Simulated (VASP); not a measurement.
The system is MgCd2Te3.

```
Mg Cd Te
1.0
     2.41871   -4.40257    0.00000
     2.41871    4.40257    0.00000
     0.00000    0.00000    8.53499
Mg Cd Te
1 2 3
Direct
  0.00000 0.00000 0.50000
  0.00000 0.50000 0.00000
  0.50000 0.00000 0.00000
  0.50000 0.50000 0.78082
  0.50000 0.50000 0.21918
  0.50000 0.50000 0.50000
```

The cell was built by a generator and needn't be a form met in nature.

```yaml
Program: VASP 6.6.1
Task: relaxation of cell and atoms
Functional: PBE
Potentials_or_basis: VASP PAW PBE potentials, release 64 (Mg, Cd, Te)
Cutoff: 520 eV
k_mesh: 3 × 3 × 2
Occupations: gaussian, width 0.15 eV
Spin: no spin polarisation
```

At the start: pressure 21.8 GPa; volume 30.30 Å³/atom.

Question: Where does the relaxation end?

Answer: Over 22 steps the energy falls by 1010.8 meV/atom and the volume is 35.01 Å³/atom (+15.6 %); space group Cmmm (No. 65, to 0.05 Å).

Step by step:
| step | energy change (eV) | largest force (eV/Å) | pressure (GPa) | volume (Å³) |
| --- | --- | --- | --- | --- |
| 1 | 0.0000 | 7.4913 | 21.76 | 181.77 |
| 2 | -4.5346 | 0.2912 | -3.87 | 307.57 |
| 3 | -5.4704 | 0.3372 | -0.60 | 246.48 |
| 4 | -5.4722 | 0.2964 | -0.95 | 249.77 |
| 5 | -5.4727 | 0.3110 | -0.73 | 248.30 |
| 6 | -5.5842 | 0.2178 | -0.51 | 242.40 |
| 7 | -5.6661 | 0.0600 | -0.06 | 235.35 |
| 8 | -5.6410 | 0.4194 | 1.23 | 220.97 |
| 9 | -5.6881 | 0.0957 | 0.33 | 229.80 |
| 10 | -5.7639 | 0.1498 | -0.06 | 229.45 |
| 11 | -5.9087 | 0.1111 | -1.26 | 226.52 |
| 12 | -5.9278 | 0.0622 | -1.43 | 225.36 |
| 13 | -5.9647 | 0.0544 | -1.15 | 221.71 |
| 14 | -5.9767 | 0.0899 | 0.40 | 210.34 |
| 15 | -5.9940 | 0.0768 | -0.30 | 215.15 |
| 16 | -6.0059 | 0.1414 | -0.26 | 214.61 |
| 17 | -6.0252 | 0.3485 | 0.01 | 212.93 |
| 18 | -6.0274 | 0.4447 | 0.06 | 212.10 |
| 19 | -6.0405 | 0.3586 | -0.02 | 211.82 |
| 20 | -6.0483 | 0.1829 | -0.07 | 211.22 |
| 21 | -6.0626 | 0.0329 | -0.21 | 210.48 |
| 22 | -6.0648 | 0.0450 | -0.26 | 210.05 |

Final structure:
```
Mg Cd Te
1.0
     2.98126   -3.33748    0.00000
     2.98126    3.33748    0.00000
     0.00000    0.00000   10.55524
Mg Cd Te
1 2 3
Cartesian
  0.0000 0.0000 5.2776
  1.4906 1.6687 0.0000
  1.4906 -1.6687 0.0000
  2.9813 0.0000 8.5036
  2.9813 0.0000 2.0517
  2.9813 0.0000 5.2776
```

Caveat: the k mesh is coarse (spacing up to 0.49 Å⁻¹), so the values aren't converged; the volume moved by over 15 % at a fixed basis, so the end points are rough.
